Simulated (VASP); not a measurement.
Input of a VASP 6.6.1 run:

File INCAR:

```
SYSTEM = CaSc
ALGO = Normal
EDIFF = 1E-6
EDIFFG = -0.04
ENCUT = 600
GGA = PE
IBRION = 2
ISIF = 3
ISMEAR = 0
LASPH = .TRUE.
LCHARG = .FALSE.
LREAL = .FALSE.
LWAVE = .FALSE.
NELM = 60
NSW = 90
PREC = Accurate
SIGMA = 0.1
```

Contents of KPOINTS:

```
k-points
0
G
  6 6 6
  0 0 0
```

Contents of POSCAR:

```
CaSc
1.0
    0.0000000000      2.7309314100      2.7309314100
    2.7309314100      0.0000000000      2.7309314100
    2.7309314100      2.7309314100      0.0000000000
Ca Sc
1 1
Direct
    0.5000000000      0.5000000000      0.5000000000
    0.0000000000      0.0000000000      0.0000000000
```

Potentials or basis: VASP PAW PBE potentials, release 64 (Ca_sv, Sc_sv).

Run with:

```sh
$ cat potpaw_PBE.64/Ca_sv/POTCAR potpaw_PBE.64/Sc_sv/POTCAR > POTCAR
$ mpirun -np 1 vasp_std > vasp.out
```

(1) Estimate the relaxed cell.

(2) Predict the relaxed volume.

(3) Predict the space group after relaxing (to 0.05 Å).

## Answers

(1) a = 4.568 Å, b = 4.568 Å, c = 4.568 Å, α = 60.00°, β = 60.00°, γ = 60.00°.

(2) 33.71 Å³/atom.

(3) Fm-3m (No. 225).

Caveat: the volume moved by over 15 % at a fixed basis, so the end points are rough.
